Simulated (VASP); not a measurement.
```xyz
2
Lattice="0.0000 3.4841 3.4841 3.4841 0.0000 3.4841 3.4841 3.4841 0.0000" Properties=species:S:1:pos:R:3 pbc="T T T"
Ba     0.0000     0.0000     0.0000
Te     3.4841     3.4841     3.4841
```

These are PBEsol GGA, VASP's PBE PAW potentials (set 64) (plane waves; VASP 6.6.1) values and carry that method's errors. Settings: 500 eV cut-off, 7×7×7 Γ-centred mesh, Gaussian smearing of 0.050 eV, potentials Ba_sv Te.

### Question
What does the run give for the energy per atom (σ→0)?

### Answer

```json
{
 "energy per atom (σ→0)": "-4.596 eV/atom"
}
```

Total energies compare only between runs with the same potentials, cut-off and functional.

The structure was generated: BaTe was put into the rock salt type (Fm-3m), which need not be its known phase. It was relaxed first, which changed the volume by -24 %.
